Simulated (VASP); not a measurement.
These are PBE GGA, VASP's PBE PAW potentials (set 64) (plane waves; VASP) values and carry that method's errors.

The input files of a VASP run:

### POSCAR
```
KCl
6.283740
  0.0000000000   0.5000000000   0.5000000000
  0.5000000000   0.0000000000   0.5000000000
  0.5000000000   0.5000000000   0.0000000000
K Cl
1 1
Direct
 -0.0009270000  -0.0003860000  -0.0002600000
  0.5009270000   0.5003860000   0.5002600000
```

INCAR:
```
! general
SYSTEM = KCl
PREC   = Accurate
ENCUT  = 300
LREAL  = F
LASPH  = T

! electronic loop
EDIFF  = 1E-6
NELM   = 100
ALGO   = Normal

! smearing
ISMEAR = 0
SIGMA  = 0.01

! functional
GGA    = PE

! ions
ISIF   = 2

! output
LWAVE  = F
LCHARG = F
```

KPOINTS:
```
Automatic mesh
0
gamma
7 7 7
```

POTCAR, in this order: K_sv Cl (PBE.64 set). Program: vasp_std.

The resulting files:

**OSZICAR**
```
       N       E                     dE             d eps       ncg     rms          rms(c)
DAV:   1     0.755115613631E+02    0.75512E+02   -0.53961E+03  4160   0.779E+02
DAV:   2    -0.324816994235E+01   -0.78760E+02   -0.74195E+02  5720   0.222E+02
DAV:   3    -0.697252590597E+01   -0.37244E+01   -0.37090E+01  5340   0.456E+01
DAV:   4    -0.709030376669E+01   -0.11778E+00   -0.11769E+00  6796   0.750E+00
DAV:   5    -0.709123526402E+01   -0.93150E-03   -0.93147E-03  5420   0.710E-01    0.351E+00
DAV:   6    -0.680166132483E+01    0.28957E+00   -0.54231E-01  5036   0.403E+00    0.288E+00
DAV:   7    -0.678632738884E+01    0.15334E-01   -0.13613E-01  5300   0.219E+00    0.164E+00
DAV:   8    -0.679895156691E+01   -0.12624E-01   -0.20467E-02  5676   0.117E+00    0.182E-01
DAV:   9    -0.679974277026E+01   -0.79120E-03   -0.11811E-03  5472   0.226E-01    0.104E-01
DAV:  10    -0.680045914722E+01   -0.71638E-03   -0.71612E-04  4812   0.198E-01    0.130E-02
DAV:  11    -0.680046793389E+01   -0.87867E-05   -0.16882E-05  6008   0.270E-02    0.510E-03
DAV:  12    -0.680047127773E+01   -0.33438E-05   -0.44097E-06  5100   0.153E-02    0.290E-03
DAV:  13    -0.680047128824E+01   -0.10511E-07   -0.32856E-07  4068   0.465E-03
   1 F= -.68004713E+01 E0= -.68004713E+01  d E =-.666891-115
```

File OUTCAR:
```
------------------------ aborting loop because EDIFF is reached ----------------------------------------
  FORCE on cell =-STRESS in cart. coord.  units (eV):
  Direction    XX          YY          ZZ          XY          YZ          ZX
  --------------------------------------------------------------------------------------
  Total        0.2226061      0.2230171      0.2231480     -0.0000601     -0.0001239     -0.0000657
  in kB        5.7498038      5.7604203      5.7638016     -0.0015534     -0.0031992     -0.0016982
  external PRESSURE =       5.7580086 kB  Pullay stress =       0.0000000 kB
  volume of cell :       62.03
      direct lattice vectors                 reciprocal lattice vectors
     0.000000000  3.141870000  3.141870000    -0.159140894  0.159140894  0.159140894
     3.141870000  0.000000000  3.141870000     0.159140894 -0.159140894  0.159140894
     3.141870000  3.141870000  0.000000000     0.159140894  0.159140894 -0.159140894
  FREE ENERGIE OF THE ION-ELECTRON SYSTEM (eV)
  ---------------------------------------------------
  free  energy   TOTEN  =        -6.8004712882 eV

  energy  without entropy=       -6.8004712882  energy(sigma->0) =       -6.80047129
```
(Selected blocks of OUTCAR.)

### OUTCAR
```
 val. band max:       -1.8224337153   @ k =   0.0000   0.0000   0.0000

 cond. band min:       3.3791828328   @ k =   0.0000   0.0000   0.0000


 Fermi energy:        -1.6626668188

 k-point     1 :       0.0000    0.0000    0.0000
  band No.  band energies     occupation
      1     -29.0130      2.00000
      2     -13.9496      2.00000
      3     -12.4716      2.00000
      4     -12.4716      2.00000
      5     -12.4715      2.00000
      6      -1.8224      2.00000
      7      -1.8224      2.00000
      8      -1.8224      2.00000
      9       3.3792      0.00000
     10       6.5615      0.00000
     11       6.5616      0.00000
     12       6.5618      0.00000

 k-point     2 :       0.1429    0.0000    0.0000
  band No.  band energies     occupation
      1     -29.0110      2.00000
      2     -13.9890      2.00000
      3     -12.4733      2.00000
      4     -12.4733      2.00000
      5     -12.4217      2.00000
      6      -2.0647      2.00000
      7      -1.8878      2.00000
      8      -1.8878      2.00000
      9       3.8612      0.00000
     10       6.4215      0.00000
     11       6.8173      0.00000
     12       6.8175      0.00000

 k-point     3 :       0.0000    0.1429    0.0000
  band No.  band energies     occupation
      1     -29.0110      2.00000
      2     -13.9890      2.00000
      3     -12.4733      2.00000
      4     -12.4733      2.00000
      5     -12.4217      2.00000
      6      -2.0647      2.00000
      7      -1.8878      2.00000
      8      -1.8878      2.00000
      9       3.8612      0.00000
     10       6.4214      0.00000
     11       6.8173      0.00000
     12       6.8175      0.00000

 k-point     4 :       0.0000    0.0000    0.1429
  band No.  band energies     occupation
      1     -29.0110      2.00000
      2     -13.9890      2.00000
      3     -12.4733      2.00000
      4     -12.4733      2.00000
      5     -12.4217      2.00000
      6      -2.0647      2.00000
...
```

At this cut-off the stress carries a Pulay error, which pulls relaxed volumes low.

The structure comes from a computed database's KCl entry; how it stands against other phases isn't given here. The cell was not relaxed at this level, atoms are displaced from their ideal sites. The run is one of a series of settings (KPOINTS 7×7×7 Γ-centred mesh against the base run), some of them coarse on purpose.
